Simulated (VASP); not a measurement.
Here is the system:

```yaml
crystal:
  lattice:
    - [0.00000, 2.92859, 2.92859]
    - [2.92859, 0.00000, 2.92859]
    - [2.92859, 2.92859, 0.00000]
  atoms:
    - { symbol: In, position: [0.00000, 0.00000, 0.00000] }
    - { symbol: P, position: [0.25000, 0.25000, 0.25000] }
```

Method: PBE GGA with D3 dispersion (zero damping), VASP's PBE PAW potentials (set 64) (plane waves; VASP 6.6.1). Settings: 520 eV cut-off, 8×8×8 Γ-centred mesh, Gaussian smearing of 0.050 eV, potentials In_d P.

Unless said otherwise, spin-orbit coupling is left out, though it shifts the bands of the heavy elements here.

Question: Predict the energy per atom (σ→0), pressure, band gap (on the k-mesh) with the smallest direct gap where there is one.

Answer: 
| Property | Value |
|---|---|
| band gap (on the k-mesh) | 0.72 eV |
| smallest direct gap (on the k-mesh) | 0.72 eV |
| energy per atom (σ→0) | -423.4 kJ/mol of atoms |
| pressure | 20.4 kbar |

The absolute energy has meaning only against runs of the same code, potentials and settings.

The compound is InP in the zinc blende structure. This cell is one point of a volume scan, at 0.97 of the reference volume.
